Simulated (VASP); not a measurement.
Energy against volume of NiAl (CsCl type). These are vdW-DF-cx, VASP's PBE PAW potentials (set 64) (plane waves; VASP) values and carry that method's errors.

```json
[
 {"V (Å³/atom)": "11.135", "E (eV/atom)": "-3.47699"},
 {"V (Å³/atom)": "11.490", "E (eV/atom)": "-3.49517"},
 {"V (Å³/atom)": "11.846", "E (eV/atom)": "-3.50026"},
 {"V (Å³/atom)": "12.201", "E (eV/atom)": "-3.49420"},
 {"V (Å³/atom)": "12.556", "E (eV/atom)": "-3.47866"}
]
```

Q: Fit a third-order Birch-Murnaghan equation of state.

A: 
```json
{
  "volume_per_atom": "11.82 Å³/atom",
  "bulk_modulus": "169 GPa",
  "pressure_derivative_of_the_bulk_modulus": "4.36",
  "lattice_constant_a": "2.870 Å"
}
```

Measured: bulk modulus 156 GPa (computed value off by +8.1 %), as given by Yamada et al., (2019), arXiv:1910.09660; a 2.882 Å at 0 K (computed value off by -0.4 %), as given by H. Levämäki et al., Physical Review B (2014), arXiv:1402.3671 [extrapolated to 0 K, zero-point anharmonic expansion removed (Haas, Tran, Blaha 2009)]. The calculation is for a static lattice, while the measured bulk modulus holds thermal and zero-point effects, which are part of the difference.

The compound is NiAl in the CsCl type structure. It was relaxed first. The run is not spin-polarised, so no magnetic state was tried.
